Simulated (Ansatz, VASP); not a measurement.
**Two plane-wave programs on CsLiCr2Te2S3**

The input INCAR:

```
SYSTEM = CsLiCr2Te2S3
PREC = Accurate
ENCUT = 520
EDIFF = 1E-7
ISMEAR = -1
SIGMA = 0.05
LREAL = .False.
LASPH = .True.
NELM = 120
ALGO = Normal
ISIF = 2
LWAVE = .False.
LCHARG = .False.
ISPIN = 2
MAGMOM = 0 0 3 3 0 0 0 0 0
LORBIT = 11
LMAXMIX = 4
GGA = PE
NBANDS = 47
KPAR = 4
```

The input KPOINTS:

```
Automatic mesh
0
Gamma
  5 5 5
  0 0 0
```

Contents of POSCAR:

```
CsLiCr2Te2S3
1.0
    3.3192900000      1.9163900000      6.8798200000
   -3.3192900000      1.9163900000      6.8798200000
    0.0000000000     -3.8327900000      6.8798200000
Cs Li Cr Te S
1 1 2 2 3
Direct
    0.0000000000      0.0000000000      0.0000000000
    0.5000000000      0.5000000000      0.5000000000
    0.7984800000      0.7984800000      0.7984800000
    0.2015200000      0.2015200000      0.2015200000
    0.6799000000      0.6799000000      0.6799000000
    0.3201000000      0.3201000000      0.3201000000
    0.1362600000      0.8637400000      0.5000000000
    0.5000000000      0.1362600000      0.8637400000
    0.8637400000      0.5000000000      0.1362600000
```

Contents of input.yaml:

```yaml
crystal:
  lattice:
    - [3.31929, 1.91639, 6.87982]
    - [-3.31929, 1.91639, 6.87982]
    - [0.0, -3.83279, 6.87982]
  atoms:
    - { symbol: Cs, position: [0.0, 0.0, 0.0] }
    - { symbol: Li, position: [0.5, 0.5, 0.5] }
    - { symbol: Cr, position: [0.79848, 0.79848, 0.79848], spin: 3.0 }
    - { symbol: Cr, position: [0.20152, 0.20152, 0.20152], spin: 3.0 }
    - { symbol: Te, position: [0.6799, 0.6799, 0.6799] }
    - { symbol: Te, position: [0.3201, 0.3201, 0.3201] }
    - { symbol: S, position: [0.13626, 0.86374, 0.5] }
    - { symbol: S, position: [0.5, 0.13626, 0.86374] }
    - { symbol: S, position: [0.86374, 0.5, 0.13626] }
hamiltonian:
  xc: pbe
  pseudopotentials: { kind: paw, frozen_core: stored }
magnetization:
  spin_polarized: true
kpoints:
  mp_grid: { grid: [5, 5, 5] }
scf:
  occupations: { method: fermi_dirac, width: 0.05 }
output:
  forces: true
  stress: true
  eigenvalues: true
  efg: {}
```

The cell was built by a generator and needn't be a form met in nature.

Alike in both runs: functional PBE; k mesh 5 × 5 × 5; occupations fermi-dirac, width 0.05 eV; collinear spin, ferromagnetic start.

|  | VASP | Ansatz |
| --- | --- | --- |
| version | VASP 6.6.1 | Ansatz 0.2.0 |
| potentials or method | VASP PAW PBE potentials, release 64 (Cs_sv, Li_sv, Cr_pv, Te, S) | Ansatz PAW |
| plane-wave cutoff (eV) | 520 | 420 |
| valence electrons in the cell | 66 | 90 |
| task | single point | electric field gradients |

|  | VASP | Ansatz | Ansatz less VASP |
| --- | --- | --- | --- |
| gap on the k mesh at the Fermi level (eV) | none | none | - |
| rms of the force components (eV/Å) | 0.005 | 0.003 | -0.0020 |
| net moment per atom (μB) | 0.44 | 0.44 | 0.000 |
| size of the moment on the site where the two differ most (μB) | 2.32 | 2.07 | -0.247 |

Site moments also hang on the region over which each program counts them. Atom by atom the forces differ by 0.003 eV/Å (rms over components). A gap of «none» marks a metal or a gap that the smearing closes. The two sets of potentials don't hold the same shells in valence.

Caveats: only a ferromagnetic start was run, and an antiferromagnetic order may lie lower in energy. Spin-orbit coupling is left out, which matters for the levels of Cs, Te. With open d or f shells a metallic result of PBE can be an artefact of self-interaction; +U or a hybrid may open a gap.
